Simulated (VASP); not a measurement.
Input:

```
PdC
1.0
    0.00000     2.32389     2.32389
    2.32389     0.00000     2.32389
    2.32389     2.32389     0.00000
Pd C
1 1
Direct
  0.00000   0.00000   0.00000
  0.25000   0.25000   0.25000
```

Computed with PBEsol GGA, VASP's PBE PAW potentials (set 64) (plane waves; VASP). Settings: 520 eV cut-off, Gaussian smearing of 0.050 eV, potentials Pd C.

**Question.** Give the energies of bands 2 to 10 at the high-symmetry points, in eV from the Fermi level.

**Answer.** 
```
band      Γ      X      U      L      W
----  -----  -----  -----  -----  -----
2     -6.80  -7.40  -6.91  -6.28  -6.69
3     -6.80  -4.68  -5.19  -6.28  -5.26
4     -6.80  -4.68  -4.74  -5.68  -5.06
5     -3.95  -3.72  -3.71  -3.61  -3.93
6     -3.95  -3.34  -3.63  -3.61  -2.37
7      4.22  -1.06  -1.91  -2.39  -2.16
8      4.30  -0.45  -0.36   2.39  -1.31
9      4.30  -0.45   0.75   2.39   0.75
10     4.30   7.89   8.54   7.33   9.18
```

It has no gap at this level: it comes out as a metal or semimetal.

The structure was generated: PdC was put into the zinc blende type (F-43m), which need not be its known phase. It was relaxed first, which changed the volume by -18 %.
